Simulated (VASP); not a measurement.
The input files of a VASP run:

INCAR:
```
SYSTEM = Y
PREC = Accurate
ENCUT = 400
EDIFF = 1E-6
NELM = 100
ALGO = Normal
LREAL = .FALSE.
LASPH = .TRUE.
ISMEAR = 1
SIGMA = 0.1
GGA = PE
LMAXMIX = 4
LWAVE = .FALSE.
LCHARG = .FALSE.
ISIF = 2
```

**KPOINTS**
```
k-points along high-symmetry lines
6
Line-mode
Reciprocal
  0.000000   0.000000   0.000000 ! GAMMA
  0.500000  -0.500000   0.500000 ! H

  0.500000  -0.500000   0.500000 ! H
  0.000000   0.000000   0.500000 ! N

  0.000000   0.000000   0.500000 ! N
  0.000000   0.000000   0.000000 ! GAMMA

  0.000000   0.000000   0.000000 ! GAMMA
  0.250000   0.250000   0.250000 ! P

  0.250000   0.250000   0.250000 ! P
  0.500000  -0.500000   0.500000 ! H

  0.250000   0.250000   0.250000 ! P
  0.000000   0.000000   0.500000 ! N
```

POSCAR:
```
Y
1
   -2.0222360000     2.0222360000     2.0222360000
    2.0222360000    -2.0222360000     2.0222360000
    2.0222360000     2.0222360000    -2.0222360000
Y
1
Direct
  0.0000000000   0.0000000000   0.0000000000
```

POTCAR, in this order: Y_sv (PBE.64 set). Program: vasp_std.

The run wrote:

File standard output:
```
 POSCAR found type information on POSCAR Y
 POSCAR found :  1 types and       1 ions
 Reading from existing POTCAR
 Reading from existing POTCAR
 LDA part: xc-table for (Slater+PW92), standard interpolation
 POSCAR, INCAR and KPOINTS ok, starting setup
 WAVECAR not read
 entering main loop
       N       E                     dE             d eps       ncg     rms          rms(c)
DAV:   1     0.138613288298E+02    0.13861E+02   -0.52006E+03   656   0.913E+02
DAV:   2    -0.644105948995E+01   -0.20302E+02   -0.19861E+02   815   0.143E+02
DAV:   3    -0.706511179678E+01   -0.62405E+00   -0.61142E+00   998   0.188E+01
DAV:   4    -0.707719764582E+01   -0.12086E-01   -0.12044E-01   875   0.199E+00
DAV:   5    -0.707739488125E+01   -0.19724E-03   -0.19606E-03   973   0.170E-01    0.183E+01
DAV:   6    -0.690780688734E+01    0.16959E+00   -0.24306E-01   682   0.382E+00    0.111E+01
DAV:   7    -0.686901322843E+01    0.38794E-01   -0.34578E-01   740   0.432E+00    0.143E+00
DAV:   8    -0.686637829779E+01    0.26349E-02   -0.38678E-02   760   0.174E+00    0.300E-01
DAV:   9    -0.686607853176E+01    0.29977E-03   -0.15162E-03   776   0.333E-01    0.827E-02
DAV:  10    -0.686607440732E+01    0.41244E-05   -0.98337E-05   879   0.116E-01    0.104E-02
DAV:  11    -0.686607490824E+01   -0.50092E-06   -0.35704E-06   693   0.170E-02
   1 F= -.68660749E+01 E0= -.68635888E+01  d E =-.745818E-02
```

### OUTCAR
```
------------------------ aborting loop because EDIFF is reached ----------------------------------------
  FORCE on cell =-STRESS in cart. coord.  units (eV):
  Direction    XX          YY          ZZ          XY          YZ          ZX
  --------------------------------------------------------------------------------------
  Total       -1.4178091     -1.4178091     -1.4178091      0.0000000      0.0000000     -0.0000000
  in kB      -68.6709138    -68.6709138    -68.6709138      0.0000000      0.0000000     -0.0000000
  external PRESSURE =     -68.6709138 kB  Pullay stress =       0.0000000 kB
  volume of cell :       33.08
      direct lattice vectors                 reciprocal lattice vectors
    -2.022236000  2.022236000  2.022236000     0.000000000  0.247251063  0.247251063
     2.022236000 -2.022236000  2.022236000     0.247251063  0.000000000  0.247251063
     2.022236000  2.022236000 -2.022236000     0.247251063  0.247251063  0.000000000
 POSITION                                       TOTAL-FORCE (eV/Angst)
 -----------------------------------------------------------------------------------
      0.00000      0.00000      0.00000        -0.000000      0.000000      0.000000
 -----------------------------------------------------------------------------------
    total drift:                               -0.000000      0.000000      0.000000
  FREE ENERGIE OF THE ION-ELECTRON SYSTEM (eV)
  ---------------------------------------------------
  free  energy   TOTEN  =        -6.8660749082 eV

  energy  without entropy=       -6.8586167268  energy(sigma->0) =       -6.86358885
```
(Selected blocks of OUTCAR.)

### Question
Read input and log: which fault does this run have?
A) a line-mode KPOINTS file was used for a self-consistent run
B) NSW = 0, so the ions never move
C) the lattice vectors form a left-handed set
D) ISPIN is misspelt, so the run is not spin-polarised

### Answer
A, a line-mode KPOINTS file was used for a self-consistent run. The run ends without an error. Against the sound run, the energy per atom (σ→0) decreases by 0.558 eV/atom; the pressure decreases by 6.69 GPa.

To mend it, correct KPOINTS.
### KPOINTS
```
Automatic mesh
0
Gamma
10 10 10
0 0 0
```
The mended run (PBE GGA, plane waves, VASP's PBE PAW potentials (set 64)) converges, and its OSZICAR ends with
```
   1 F= -.63060034E+01 E0= -.63058614E+01  d E =-.426167E-03
```

The structure was generated: Y was put into the bcc type (Im-3m), which need not be its known phase. The cell was not relaxed at this level.
